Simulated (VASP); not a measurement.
Given:

```
Al32As31Si
1.0
   11.46485     0.00000     0.00000
    0.00000    11.46485     0.00000
    0.00000     0.00000    11.46485
Al As Si
32 31 1
Direct
  0.50066   0.00025   0.00048
  0.74996   0.24991   0.00110
  0.75003   0.00093   0.24997
  0.99985   0.00014   0.00016
  0.25042   0.25069   0.00053
  0.49988   0.49989   0.00113
  0.74934   0.74970   0.00040
  0.25000   0.99997   0.25054
  0.50367   0.25341   0.25487
  0.74607   0.49615   0.25418
  0.49994   0.00060   0.50029
  0.74695   0.25329   0.49745
  0.74943   0.99995   0.75009
  0.99969   0.49937   0.00044
  0.25014   0.74983   0.00017
  0.99906   0.24994   0.25000
  0.25104   0.50001   0.24996
  0.49991   0.74896   0.25009
  0.99980   0.00002   0.49940
  0.25057   0.24982   0.50024
  0.50326   0.49636   0.49755
  0.75009   0.74911   0.50009
  0.25013   0.00007   0.74995
  0.49990   0.24975   0.74945
  0.75010   0.50014   0.74937
  0.99978   0.74971   0.25063
  0.99922   0.50016   0.50008
  0.25024   0.74973   0.49937
  0.00003   0.25056   0.75027
  0.24991   0.49950   0.75018
  0.50059   0.74990   0.75019
  0.99991   0.74991   0.74991
  0.62409   0.12501   0.12522
  0.87491   0.37575   0.12510
  0.87519   0.12479   0.37589
  0.12500   0.12502   0.12502
  0.37516   0.37395   0.12535
  0.62577   0.62494   0.12505
  0.87501   0.87495   0.12506
  0.37449   0.12441   0.37462
  0.87510   0.62509   0.37426
  0.62571   0.12450   0.62556
  0.87562   0.37434   0.62567
  0.87492   0.12497   0.87511
  0.12499   0.62493   0.12507
  0.37504   0.87494   0.12507
  0.12498   0.37501   0.37498
  0.37495   0.62495   0.37599
  0.62502   0.87493   0.37500
  0.12482   0.12484   0.62515
  0.37443   0.37546   0.62570
  0.62430   0.62537   0.62552
  0.87499   0.87502   0.62504
  0.37495   0.12489   0.87526
  0.62500   0.37497   0.87515
  0.87508   0.62503   0.87521
  0.12496   0.87488   0.37509
  0.12508   0.62505   0.62505
  0.37493   0.87481   0.62515
  0.12503   0.37498   0.87541
  0.37501   0.62491   0.87512
  0.62499   0.87501   0.87531
  0.12500   0.87499   0.87503
  0.62512   0.37470   0.37650
```
Cell charge -1.

Calculation: HSE06 screened hybrid, VASP's PBE PAW potentials (set 64) (plane waves; VASP). Settings: PREC = Normal, LREAL = Auto, ISYM = 0, NELECT = 256.0, EDIFF = 1E-5, 400 eV cut-off, 1×1×1 Γ-centred mesh, Gaussian smearing of 0.050 eV, potentials Al As Si.

The cell is charged, with a uniform compensating background. The supercell is sampled at Γ alone, which is coarse: total energies, pressure and levels can be off, energies of defects by several tenths of an eV.

Q: Predict the energy per atom (σ→0).

A: 
- energy per atom (σ→0): -5.362 eV/atom

Total energies compare only between runs with the same potentials, cut-off and functional.

The cell is a supercell with a defect, built from AlAs (zinc blende): Si_As, charge -1. The cell's shape comes from a PBE relaxation. The run is not spin-polarised, so no state with unpaired spins was tried.
